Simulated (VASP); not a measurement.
Input:

```yaml
crystal:
  lattice:
    - [1.84819, -3.20116, 0.00000]
    - [1.84819, 3.20116, 0.00000]
    - [0.00000, 0.00000, 5.63987]
  atoms:
    - { symbol: Gd, position: [0.33333, 0.66667, 0.25000] }
    - { symbol: Gd, position: [0.66667, 0.33333, 0.75000] }
```

Method: r2SCAN meta-GGA, VASP's PBE PAW potentials (set 64) (plane waves; VASP). Numerical set-up: 400 eV cut-off, 10×10×6 Γ-centred mesh, first-order Methfessel-Paxton smearing of 0.10 eV, potentials Gd_3.

The 4f electrons are frozen in the core of the lanthanide potential, so 4f levels, which can set the real gap, and their magnetism are missing.

Question: What does the run give for the energy per atom (σ→0), band gap (on the k-mesh) with the smallest direct gap where there is one?

Answer: 
The band gap (on the k-mesh) is none (metal, semimetal or under 0.01 eV) and the energy per atom (σ→0) is -30605 meV/atom.

The compound is Gd in the hcp structure. It was relaxed first. The start is the result of an earlier pass.
